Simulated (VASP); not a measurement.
```
CELL_PARAMETERS angstrom
      0.00000     2.95192     2.95192
      2.95192     0.00000     2.95192
      2.95192     2.95192     0.00000
ATOMIC_POSITIONS crystal
  In 0.00000 0.00000 0.00000
  P  0.75000 0.75000 0.75000
```

Calculation: r2SCAN meta-GGA, VASP's PBE PAW potentials (set 64) (plane waves; VASP 6.6.1). Numerical set-up: PREC = Normal, EDIFF = 1E-5, 400 eV cut-off, 9×9×9 Γ-centred mesh, Gaussian smearing of 0.050 eV, potentials In_d P.

Unless said otherwise, spin-orbit coupling is left out, though it shifts the bands of the heavy elements here.

Q: Estimate the energy per atom (σ→0), band gap (on the k-mesh) with the smallest direct gap where there is one.

A: 
```yaml
band gap (on the k-mesh): 1.04 eV
smallest direct gap (on the k-mesh): 1.04 eV
energy per atom (σ→0): -16.148 eV/atom
```

Only differences to runs with the same potentials and settings are physical.

The compound is InP in the zinc blende structure. It was relaxed first.
